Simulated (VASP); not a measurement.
GeSb2Te4:

```xyz
7
Lattice="2.1200 1.2240 13.3333 -2.1200 1.2240 13.3333 0.0000 -2.4480 13.3333" Properties=species:S:1:pos:R:3 pbc="T T T"
Ge    0.0000    0.0000    0.0000
Sb    0.0000    0.0000   17.0800
Sb    0.0000    0.0000   22.9200
Te    0.0000    0.0000    5.4400
Te    0.0000    0.0000   34.5600
Te    0.0000    0.0000   28.4000
Te    0.0000    0.0000   11.6000
```

The cell was built by a generator and needn't be a form met in nature.

```yaml
Program: VASP 6.6.1
Task: relaxation of cell and atoms
Functional: PBE
Potentials_or_basis: VASP PAW PBE potentials, release 64 (Ge_d, Sb, Te)
Cutoff: 520 eV
k_mesh: 4 × 4 × 4
Occupations: gaussian, width 0.15 eV
Spin: no spin polarisation
```

At the start: pressure 2.7 GPa; volume 29.66 Å³/atom.

**Question.** Where does the relaxation end?

**Answer.** Over 16 steps the energy falls by 29.6 meV/atom and the volume is 32.47 Å³/atom (+9.5 %); space group R-3m (No. 166, to 0.05 Å).

The path:
| step | energy change (eV) | largest force (eV/Å) | pressure (GPa) | volume (Å³) |
| --- | --- | --- | --- | --- |
| 1 | 0.0000 | 0.2572 | 2.74 | 207.59 |
| 2 | -0.0731 | 0.4671 | -1.26 | 223.20 |
| 3 | -0.0901 | 0.3503 | 0.02 | 218.18 |
| 4 | -0.0900 | 0.3606 | -0.23 | 218.56 |
| 5 | -0.1039 | 0.2784 | -0.12 | 219.09 |
| 6 | -0.1223 | 0.2733 | -0.18 | 220.67 |
| 7 | -0.1381 | 0.2143 | 0.21 | 219.60 |
| 8 | -0.1546 | 0.1017 | 0.78 | 217.38 |
| 9 | -0.1639 | 0.0810 | 0.62 | 218.51 |
| 10 | -0.1762 | 0.2162 | 0.09 | 221.91 |
| 11 | -0.1756 | 0.2684 | -0.30 | 222.94 |
| 12 | -0.1762 | 0.2459 | -0.16 | 222.47 |
| 13 | -0.1815 | 0.2279 | -0.22 | 223.07 |
| 14 | -0.1935 | 0.1832 | -0.28 | 224.86 |
| 15 | -0.2023 | 0.1283 | -0.15 | 228.41 |
| 16 | -0.2074 | 0.0781 | 0.17 | 227.29 |

Final structure:
```
Ge Sb Te
1.0
     2.15047    1.24158   14.18830
    -2.15047    1.24158   14.18830
     0.00000   -2.48315   14.18830
Ge Sb Te
1 2 4
Direct
  0.00000 0.00000 0.00000
  0.42117 0.42117 0.42117
  0.57883 0.57883 0.57883
  0.12735 0.12735 0.12735
  0.87265 0.87265 0.87265
  0.70614 0.70614 0.70614
  0.29386 0.29386 0.29386
```

Caveat: the k mesh is coarse (spacing up to 0.43 Å⁻¹), so the values aren't converged.
